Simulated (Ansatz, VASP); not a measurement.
# TiAl3 in two plane-wave programs, part 2 of 2

One calculation is typed for both programs; each brings its own data sets. How far apart do they land? The cell is taken from a series of runs on this material, whose earlier steps may have relaxed, scaled, displaced or heated it; both programs get it as it stands.

VASP 6.6.1 and Ansatz 0.2.0.

So far: The structure; VASP: zone-centre phonons, LDA.

## 2. VASP: zone-centre phonons, LDA (continued)

Level of this step: LDA; plane waves and PAW (Al, Ti_sv) (VASP).

Numbers of over 12 decimals in the logs are rounded to 6 here.

Parts of OUTCAR (step 2):

```text
ion  position               nearest neighbor table
   1  0.500  0.500  0.000-   4 2.67   4 2.67   4 2.67   4 2.67   3 2.84   3 2.84   2 2.84   2 2.84
                             3 2.84   2 2.84   3 2.84   2 2.84
   2  0.750  0.250  0.500-   3 2.67   3 2.67   3 2.67   3 2.67   1 2.84   1 2.84   4 2.84   4 2.84
                             4 2.84   1 2.84   4 2.84   1 2.84
   3  0.250  0.750  0.500-   2 2.67   2 2.67   2 2.67   2 2.67   4 2.84   4 2.84   1 2.84   1 2.84
                             4 2.84   1 2.84   4 2.84   1 2.84
   4  0.000  0.000  0.000-   1 2.67   1 2.67   1 2.67   1 2.67   2 2.84   2 2.84   3 2.84   3 2.84
                             3 2.84   2 2.84   3 2.84   2 2.84

  LATTYP: Found a body centered tetragonal cell.
 ALAT       =     3.7781215136
 C/A-ratio  =     2.2458964241

 Subroutine GETGRP returns: Found 16 space group operations
 (whereof 16 operations were pure point group operations)

The static configuration has the point symmetry D_4h.

 Found    349 irreducible k-points:

   k-points           NKPTS =    349   k-points in BZ     NKDIM =    349   number of bands    NBANDS=     16

   dimension x,y,z NGX =    40 NGY =   40 NGZ =   40
   dimension x,y,z NGXF=    80 NGYF=   80 NGZF=   80

   ENCUT  =  500.0 eV  36.75 Ry    6.06 a.u.   9.14  9.14  9.14*2*pi/ulx,y,z

   NELECT =      21.0000    total number of electrons

 k-points in reciprocal lattice and weights: Automatic mesh
   0.00000000  0.00000000  0.00000000       0.000
   0.06250000 -0.00000000  0.00000000       0.002
   0.12500000 -0.00000000  0.00000000       0.002
   0.18750000 -0.00000000  0.00000000       0.002
   0.25000000 -0.00000000  0.00000000       0.002
   0.31250000  0.00000000  0.00000000       0.002
   0.37500000 -0.00000000  0.00000000       0.002
   0.43750000 -0.00000000  0.00000000       0.002
   0.50000000 -0.00000000  0.00000000       0.001
[...]
-0.43750000 -0.43750000  0.43750000       0.000
   0.50000000  0.50000000  0.50000000       0.000

 average (electrostatic) potential at core
       1 -69.4429       2 -69.3517       3 -69.3517       4 -71.8014

  Total        0.0690856      0.0690856      0.0675127      0.0000000     -0.0000000      0.0000000
  in kB        1.8277230      1.8277230      1.7861126      0.0000000     -0.0000000      0.0000000
  external PRESSURE =       1.8138529 kB  Pullay stress =       0.0000000 kB

  energy-cutoff  :      500.00
  volume of cell :       60.56
      direct lattice vectors                 reciprocal lattice vectors
    -1.889060757  1.889060757  4.242634799     0.000000000  0.264681799  0.117851294
     1.889060757 -1.889060757  4.242634799     0.264681799  0.000000000  0.117851294
     1.889060757  1.889060757 -4.242634799     0.264681799  0.264681799  0.000000000

 POSITION                                       TOTAL-FORCE (eV/Angst)
 -----------------------------------------------------------------------------------
      0.00000      0.00000      4.24263         0.000000     -0.000000     -0.000000
      0.00000      1.88906      2.12132         0.000000      0.000000     -0.000000
      1.88906      0.00000      2.12132        -0.000000      0.000000      0.000000
      0.00000      0.00000      0.00000         0.000000     -0.000000     -0.000000
 -----------------------------------------------------------------------------------
    total drift:                               -0.000000     -0.000000      0.000000

 Eigenvectors and eigenvalues of the dynamical matrix
 ----------------------------------------------------

   1 f  =   10.687040 THz    67.148654 2PiTHz  356.481288 cm-1    44.198027 meV
             X         Y         Z           dx          dy          dz
      0.000000  0.000000  4.242635    -0.521200    0.605199   -0.000000
      0.000000  1.889061  2.121317    -0.000917    0.001064    0.000000
      1.889061  0.000000  2.121317    -0.000917    0.001064    0.000000
      0.000000  0.000000  0.000000     0.392668   -0.455952   -0.000000

   2 f  =   10.687040 THz    67.148654 2PiTHz  356.481288 cm-1    44.198027 meV
             X         Y         Z           dx          dy          dz
      0.000000  0.000000  4.242635    -0.605199   -0.521200   -0.000000
      0.000000  1.889061  2.121317    -0.001064   -0.000917    0.000000
      1.889061  0.000000  2.121317    -0.001064   -0.000917   -0.000000
      0.000000  0.000000  0.000000     0.455952    0.392668    0.000000

   3 f  =   10.474720 THz    65.814604 2PiTHz  349.399037 cm-1    43.319940 meV
             X         Y         Z           dx          dy          dz
      0.000000  0.000000  4.242635    -0.000000    0.000000   -0.000000
      0.000000  1.889061  2.121317    -0.660740   -0.251839   -0.000000
      1.889061  0.000000  2.121317     0.660740    0.251839    0.000000
      0.000000  0.000000  0.000000    -0.000000    0.000000    0.000000

   4 f  =   10.474720 THz    65.814604 2PiTHz  349.399037 cm-1    43.319940 meV
             X         Y         Z           dx          dy          dz
      0.000000  0.000000  4.242635     0.000000    0.000000   -0.000000
      0.000000  1.889061  2.121317    -0.251839    0.660740   -0.000000
      1.889061  0.000000  2.121317     0.251839   -0.660740    0.000000
      0.000000  0.000000  0.000000    -0.000000   -0.000000    0.000000

   5 f  =   10.014380 THz    62.922206 2PiTHz  334.043762 cm-1    41.416129 meV
             X         Y         Z           dx          dy          dz
      0.000000  0.000000  4.242635     0.000000   -0.000000   -0.380673
      0.000000  1.889061  2.121317     0.000000    0.000000    0.538995
      1.889061  0.000000  2.121317     0.000000    0.000000    0.538995
      0.000000  0.000000  0.000000    -0.000000    0.000000   -0.523503

   6 f  =    7.840792 THz    49.265149 2PiTHz  261.540671 cm-1    32.426896 meV
             X         Y         Z           dx          dy          dz
      0.000000  0.000000  4.242635    -0.000000   -0.000000    0.000000
      0.000000  1.889061  2.121317     0.000000    0.000000   -0.707107
      1.889061  0.000000  2.121317     0.000000    0.000000    0.707107
      0.000000  0.000000  0.000000    -0.000000   -0.000000   -0.000000

   7 f  =    6.904594 THz    43.382843 2PiTHz  230.312464 cm-1    28.555093 meV
             X         Y         Z           dx          dy          dz
      0.000000  0.000000  4.242635    -0.329216    0.210713    0.000000
      0.000000  1.889061  2.121317     0.453821   -0.290465   -0.000000
      1.889061  0.000000  2.121317     0.453821   -0.290465   -0.000000
      0.000000  0.000000  0.000000    -0.434860    0.278329   -0.000000

   8 f  =    6.904594 THz    43.382843 2PiTHz  230.312464 cm-1    28.555093 meV
             X         Y         Z           dx          dy          dz
      0.000000  0.000000  4.242635    -0.210713   -0.329216    0.000000
      0.000000  1.889061  2.121317     0.290465    0.453821    0.000000
      1.889061  0.000000  2.121317     0.290465    0.453821   -0.000000
      0.000000  0.000000  0.000000    -0.278329   -0.434860   -0.000000

   9 f  =    6.187117 THz    38.874801 2PiTHz  206.380002 cm-1    25.587848 meV
             X         Y         Z           dx          dy          dz
      0.000000  0.000000  4.242635    -0.000000    0.000000   -0.803151
      0.000000  1.889061  2.121317     0.000000    0.000000    0.005681
      1.889061  0.000000  2.121317     0.000000    0.000000    0.005681
      0.000000  0.000000  0.000000    -0.000000    0.000000    0.595721

  10 f/i=    0.003274 THz     0.020570 2PiTHz    0.109202 cm-1     0.013539 meV
             X         Y         Z           dx          dy          dz
      0.000000  0.000000  4.242635    -0.178825   -0.421097    0.000000
      0.000000  1.889061  2.121317    -0.178985   -0.421473    0.000000
      1.889061  0.000000  2.121317    -0.178985   -0.421473    0.000000
      0.000000  0.000000  0.000000    -0.238196   -0.560903    0.000000

  11 f/i=    0.003274 THz     0.020570 2PiTHz    0.109202 cm-1     0.013539 meV
             X         Y         Z           dx          dy          dz
      0.000000  0.000000  4.242635     0.421097   -0.178825   -0.000000
      0.000000  1.889061  2.121317     0.421473   -0.178985   -0.000000
      1.889061  0.000000  2.121317     0.421473   -0.178985   -0.000000
      0.000000  0.000000  0.000000     0.560903   -0.238196   -0.000000

  12 f/i=    0.005079 THz     0.031910 2PiTHz    0.169404 cm-1     0.021003 meV
             X         Y         Z           dx          dy          dz
      0.000000  0.000000  4.242635     0.000000    0.000000    0.458297
      0.000000  1.889061  2.121317     0.000000    0.000000    0.457659
      1.889061  0.000000  2.121317     0.000000    0.000000    0.457659
      0.000000  0.000000  0.000000     0.000000    0.000000    0.609147

 ELASTIC MODULI CONTR FROM IONIC RELAXATION (kBar)
 Direction    XX          YY          ZZ          XY          YZ          ZX
 --------------------------------------------------------------------------------
 XX          -4.2990      4.2990      0.0000      0.0000     -0.0000      0.0000
 YY           4.2990     -4.2990      0.0000      0.0000      0.0000     -0.0000
 ZZ           0.0000      0.0000      0.0000      0.0000      0.0000      0.0000
 XY           0.0000      0.0000      0.0000      0.0000      0.0000      0.0000
 YZ          -0.0000      0.0000      0.0000      0.0000    -14.3822      0.0000
 ZX           0.0000     -0.0000      0.0000      0.0000      0.0000    -16.8150
 --------------------------------------------------------------------------------
```

This run has no spin polarisation. Its electron count is odd, so without a moment it is a metal by construction. Energies printed during the response cycles are not total energies of the cell.

## 3. Ansatz: zone-centre phonons, LDA

Ansatz runs on its PAW soft_1 files.

The same cell, functional (in two slightly different forms), mesh and smearing now go to Ansatz, which takes its cutoff from its data sets.

input.yaml

```yaml
crystal:
  lattice:
    - [-1.8890607568, 1.8890607568, 4.2426347986]
    - [1.8890607568, -1.8890607568, 4.2426347986]
    - [1.8890607568, 1.8890607568, -4.2426347986]
  atoms:
    - { symbol: Al, position: [0.5, 0.5, 0.0] }
    - { symbol: Al, position: [0.75, 0.25, 0.5] }
    - { symbol: Al, position: [0.25, 0.75, 0.5] }
    - { symbol: Ti, position: [0.0, 0.0, 0.0] }
kpoints:
  mp_grid: { grid: [16, 16, 16] }
hamiltonian:
  xc: lda
  pseudopotentials: { kind: paw, azcp: { folder: soft_1 }, xc_functional: pbe }
scf:
  occupations: { method: methfessel_paxton, width: 0.2 }
output:
  eigenvalues: true
phonons:
  method: dfpt
```

The run is started by

```console
ansatz run input.yaml --threads 4 --pin off --max-ram 16384MiB --backend cpu --events-out ev --progress --plain --runs-dir out
```

The program printed:

```text
zone centre: on kpoints.mp_grid the ground state, and the responses unless they are solved on pairs of k-points, stand on 621 of the mesh's 4096 k-points, reduced under 4 symmetry operations, with k and −k counted as one. Each operation leaves every solved displacement unchanged or reverses it
Engine: ansatz 0.2.0, x86_64-unknown-linux-gnu
Pseudopotentials: kind: paw
Pseudopotential: Al, paw, valence charge 3, recommended cutoff 420 eV (normal), soft_1/Al.paw.azcp
Pseudopotential: Ti, paw, valence charge 12, recommended cutoff 420 eV (normal), soft_1/Ti.paw.azcp
Functional definition: SPW92
  exchange = slater_x
  correlation = pw_c
Crystal: 4 atoms, lattice volume = 60.560 Å³
Basis set: ecut = 420 eV, 1195 PW (Γ), exchange–correlation on 72×72×72 points (8 copies of the dense FFT grid, shifted against one another)
Bands: 15, of which v1, the nominal top of the filled ones, is band 11 counted from 1 (10 counted from 0)
Symmetry: 16 space group operations
k-points: 621 of 4096 (irreducible under 4 space group operations, time reversal used)
Non-local potential: Al, projectors of the file, l = 0: 2, l = 1: 2, l = 2: 1
Non-local potential: Ti, projectors of the file, l = 0: 3, l = 1: 2, l = 2: 3, l = 3: 1
PAW form: soft (Blöchl's): semilocal exchange-correlation on the pseudo side does not see the compensation charge
PAW frozen core: Al, regenerated for the run's functional, and the local potential with it (the file was generated under x = pbe(κ = 0.804, μ = 0.219515), c = pbe(β = 0.066725))
PAW frozen core: Ti, regenerated for the run's functional, and the local potential with it (the file was generated under x = pbe(κ = 0.804, μ = 0.219515), c = pbe(β = 0.066725))
PAW one-centre angular grid: Al, 110 points (default); XC on 64 Gauss nodes
PAW one-centre angular grid: Ti, 590 points (default); XC on 64 Gauss nodes
Initial density: superposition of atomic densities (chi_scale 0.1, normalization cell, long waves kept (reshape's long-wave potential 0.00 eV rms))
Initial wavefunctions: pseudopotential atomic-orbital guess
Functional: x = slater, c = lda
SCF iter   1: F=—  HF=-3990.993524 eV  |F-HF|=—  |Δ(HF+E_count)|=         —  Δρ=2.89e-2  dr2=6.40e-1  ethr=3.10e-3  ⟨swp⟩=5.1  Hψ=47612  notcnv=0
preconditioner: auto → Kerker (q_TF=auto, 2.287 Å⁻¹)  [metal: Δε(μ)=0.020 eV  Ē_g=5.650 eV  σ=0.200 eV  W_gap=0.08  n_scr=10 (ndim 8)  ℏωp=17.2 eV  f_vac=0.000  D(μ)=1.62/eV (n_scr^D=10)]
SCF iter   2: F=—  HF=-3990.760372 eV  |F-HF|=—  |Δ(HF+E_count)|=   2.33e-1  S|Δr|=    0.00e0  Δρ=1.82e-2  dr2=2.85e-1  ethr=3.05e-3  ⟨swp⟩=2.0  Hψ=16241  notcnv=0
SCF iter   3: F=—  HF=-3990.612657 eV  |F-HF|=—  |Δ(HF+E_count)|=   1.48e-1  S|Δr|=    0.00e0  Δρ=2.00e-3  dr2=2.16e-3  ethr=1.36e-3  ⟨swp⟩=2.6  Hψ=15148  notcnv=0
SCF iter   4: F=—  HF=-3990.611696 eV  |F-HF|=—  |Δ(HF+E_count)|=   9.61e-4  S|Δr|=    0.00e0  Δρ=5.57e-4  dr2=1.40e-4  ethr=1.03e-5  ⟨swp⟩=2.8  Hψ=15461  notcnv=0
SCF iter   5: F=—  HF=-3990.611636 eV  |F-HF|=—  |Δ(HF+E_count)|=   6.02e-5  S|Δr|=    0.00e0  Δρ=9.38e-5  dr2=7.36e-6  ethr=6.68e-7  ⟨swp⟩=2.0  Hψ=13078  notcnv=0
SCF iter   6: F=—  HF=-3990.611633 eV  |F-HF|=—  |Δ(HF+E_count)|=   2.55e-6  S|Δr|=    0.00e0  Δρ=1.44e-5  dr2=1.09e-7  ethr=3.50e-8  ⟨swp⟩=2.1  Hψ=11231  notcnv=0
SCF iter   7: F=—  HF=-3990.611633 eV  |F-HF|=—  |Δ(HF+E_count)|=   2.78e-7  S|Δr|=    0.00e0  Δρ=2.61e-6  dr2=3.49e-9  ethr=5.21e-10  ⟨swp⟩=2.7  Hψ=15205  notcnv=0
SCF iter   8: F=—  HF=-3990.611633 eV  |F-HF|=—  |Δ(HF+E_count)|=  9.50e-10  S|Δr|=    0.00e0  Δρ=6.13e-7  dr2=2.00e-10  ethr=1.66e-11  ⟨swp⟩=2.9  Hψ=16199  notcnv=0
SCF iter   9: F=-3990.611633 eV  HF=-3990.611633 eV  |F-HF|=1.82e-12  |Δ(HF+E_count)|=  4.46e-11  S|Δr|=    0.00e0  Δρ=1.02e-7  dr2=4.85e-12  ethr=1.00e-12  ⟨swp⟩=3.5  Hψ=38316  notcnv=0
the search or the solves at the SCF's close seem to have found levels that the self-consistency loop had missed (the run counts 2). By its estimate they hold under 1e-12 electrons; where the run keeps them, the occupations were computed again with them
SCF 1 converged in 9 iterations: F = -3990.611633 eV  dr2 = 4.85e-12
  greatest PAW one-centre occupation: 0.998 electrons in one spin orbital (limit 2), on the Ti atom at site 3 (counted from 0), in its partial waves of l = 0
DFPT response loops at Γ: preconditioner auto → Kerker (q_TF=auto, 2.287 Å⁻¹) (partly filled bands, converged f_vac=0.000); β = 1.00, the filter's whole step (`scf.mixing.beta` (0.50) is not read by the response loops under this deck's `scf.mixing.preconditioner`; to damp them name `kerker` or `kerker_dos`, under which they read `scf.mixing.beta`, and type it under 1.00, their step now; both keys bind the ground state too); Broyden in place of MSR1
SCF converged after 9 iterations
Stability not checked: this state was not tested for a lower state beside it, because cold or Methfessel-Paxton smearing, or corrected tetrahedra, fill the levels in a way that the test cannot read (fill_not_monotonic; see scf.lower_state_search)
Free energy (F): -3990.611633 eV
Harris-Foulkes:  -3990.611633 eV  (|F-HF|=1.82e-12)
Internal energy: -3990.612685 eV  (E = F + TS)
E sigma→0 (E₀):  -3990.611896 eV
Entropy (-TS):   0.001052 eV (0.263 meV/atom)
Fermi energy:    9.793556 eV
Step filling:    the computed levels leave a gap of 0.0000 eV = 0.0 smearing widths at the electron count; against every level under it full and every level over it empty, smearing changes F+E_penalty+E_count by +0.323 meV and its σ→0 estimate by +0.060 meV
--- Per-component energies (eV) ---
  E_band       = -144.924129
  E_kinetic    = 353.454731
  E_local      = -1237.275100  (includes V_loc(G=0)·N_el)
  E_nonlocal   = 99.005344
  E_hartree    = 531.766312
  E_xc         = -229.720338
  E_vxc        = -236.527757  (∫ρ·V_xc dr)
  E_paw        = -2330.541426  (= ΣΔE_a)
  E_vpaw       = -187.113915  (= ΣTr[D̂ρ^β])
  E_aug_tail   = -0.000093  (compensation charges beyond the density's cutoff)
  E_ewald      = -1177.795216
  E_core_change = 0.493100  (= ΣΔE_core)
  E_smearing   = 0.001052  (= −TS)
  E_closure    = -0.000000  (closes the sum)
  Σ components = -3990.611633   (vs F -3990.611633, Δ=0.00e0)
--- Band table (eV; the first three rows and the last of 621) ---
  k-point 0: bands = [... 7 lower, 8.3237, 8.5523, 8.5523, 10.6600, 11.6580, 11.6580, 12.1065, 12.4149]
  k-point 1: bands = [... 7 lower, 8.2420, 8.2981, 8.5635, 10.2801, 11.7428, 11.7764, 11.9570, 12.6470]
  k-point 2: bands = [... 7 lower, 7.7257, 8.0395, 8.5817, 9.5051, 11.7754, 11.9251, 11.9315, 12.9773]
  k-point 620: bands = [... 7 lower, 8.9363, 8.9363, 9.5521, 10.5058, 10.5058, 10.7850, 12.9466, 14.7680]
--- Phonons (Γ-DFPT): 6 representative perturbations + reference, on 621 of 4096 k-points (Σ response iterations 18) ---
  k mesh reduced under 4 symmetry operations, with k and −k counted as one. Each operation leaves every solved displacement unchanged or reverses it
  ASR residual: 5.231e-5 → 0.000e0 eV/Å²; symmetrization residual: 3.829e-6 eV/Å²
  ASR residual per site (eV/Å²): 1.98e-5 1.01e-5 1.01e-5 5.23e-5
  Γ frequencies (cm⁻¹): 0.00 0.00 0.00 205.85 229.71 229.71 260.83 332.60 348.01 348.01 355.64 355.64
  non-analytic LO–TO correction: not included (Born effective charges unavailable; polar crystals: no LO–TO splitting at Γ)
```

## 4. Differences

Known differences besides the potentials themselves: the two LDA forms differ slightly; the cutoff is 420 eV in Ansatz and 500 eV in VASP; VASP's log shows a relativistic correction to its local exchange, Ansatz's none. Total energies have different zeros and are not compared.

Both answers:

```
                  quantity  Ansatz   VASP  difference
     optical mode 1 (cm⁻¹)   205.8  206.4     -0.26 %
optical mode 2 to 3 (cm⁻¹)   229.7  230.3     -0.26 %
     optical mode 4 (cm⁻¹)   260.8  261.5     -0.27 %
     optical mode 5 (cm⁻¹)   332.6  334.0     -0.43 %
optical mode 6 to 7 (cm⁻¹)   348.0  349.4     -0.40 %
optical mode 8 to 9 (cm⁻¹)   355.6  356.5     -0.24 %
```

Modes are paired by rising frequency, not by their patterns, so a pair may set unlike modes beside each other; they are those without the splitting of longitudinal modes.

## 5. What came out

```yaml
r_m_s_difference_of_the_optical_zone_centre_modes_each_program_s_sorted_by_frequency_zone_centre_phonons_lda: 0.99 cm⁻¹
```

**Reading.** The r.m.s. difference of the optical zone-centre modes, each program's sorted by frequency is 0.99 cm⁻¹ (zone-centre phonons, LDA). How closely two codes agree says nothing of how well the functional describes the real material.

[Lines on the potential files, build, host, timing and source positions are cut from VASP's logs without a mark.]

[Logs are printed without paths, hosts, clocks, repeated set-up lines and the standing remarks that a program may print on its own settings, such as how far it seeks lower states.]

[Hosts, paths, dates, database ids (printed as entryN), source tags and the programs' standing remarks are cut or masked in the printed files.]
